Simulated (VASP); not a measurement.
A VASP calculation is set up with these files.

File POSCAR:
```
KBr
1
    0.0000000000     2.9271462986     2.9271462986
    2.9271462986     0.0000000000     2.9271462986
    2.9271462986     2.9271462986     0.0000000000
K Br
1 1
Direct
  0.0000000000   0.0000000000   0.0000000000
  0.5000000000   0.5000000000   0.5000000000
```

INCAR:
```
SYSTEM = KBr
PREC = Accurate
ENCUT = 500
EDIFF = 1E-6
NELM = 100
ALGO = Normal
LREAL = .FALSE.
LASPH = .TRUE.
ISMEAR = 0
SIGMA = 0.05
LMAXMIX = 4
LWAVE = .FALSE.
LCHARG = .FALSE.
IBRION = 2
ISIF = 3
NSW = 40
EDIFFG = -0.02
PSTRESS = 200
```

File KPOINTS:
```
Automatic
0
G
  8 8 8
0 0 0
```

POTCAR, in this order: K_sv Br (LDA.64 set). Program: vasp_std.

### Question
Translate this LDA calculation to Quantum ESPRESSO's pw.x.

### Answer
One equivalent input (not run):
```
&CONTROL
  calculation = 'vc-relax'
  pseudo_dir = './pseudo'
  outdir = './out'
  tprnfor = .true.
  tstress = .true.
  nstep = 40
  forc_conv_thr = 0.00078
/
&SYSTEM
  ibrav = 0
  nat = 2
  ntyp = 2
  ecutwfc = 72
  occupations = 'smearing'
  smearing = 'gaussian'
  degauss = 0.003675
  input_dft = 'pz'
/
&ELECTRONS
  conv_thr = 7.3e-08
  electron_maxstep = 100
/
&IONS
/
&CELL
  press = 200
/
ATOMIC_SPECIES
  K 39.098 K.upf
  Br 79.904 Br.upf
CELL_PARAMETERS angstrom
     0.0000000    2.9271463    2.9271463
     2.9271463    0.0000000    2.9271463
     2.9271463    2.9271463    0.0000000
ATOMIC_POSITIONS crystal
  K    0.0000000  0.0000000  0.0000000
  Br   0.5000000  0.5000000  0.5000000
K_POINTS automatic
  8 8 8 0 0 0
```
Limits of the translation: the potentials are each code's own (VASP's PAW set, PseudoDojo norm-conserving files in pw.x), so ENCUT and ecutwfc are chosen apart and not converted; conv_thr bounds pw.x's estimated SCF error, while EDIFF bounds the energy change between steps; forc_conv_thr acts on force components and is met together with etot_conv_thr.

The compound is KBr in the rock salt structure. This run relaxes it under an external pressure of 20 GPa. Symmetry was kept, so distortions that lower it aren't found.
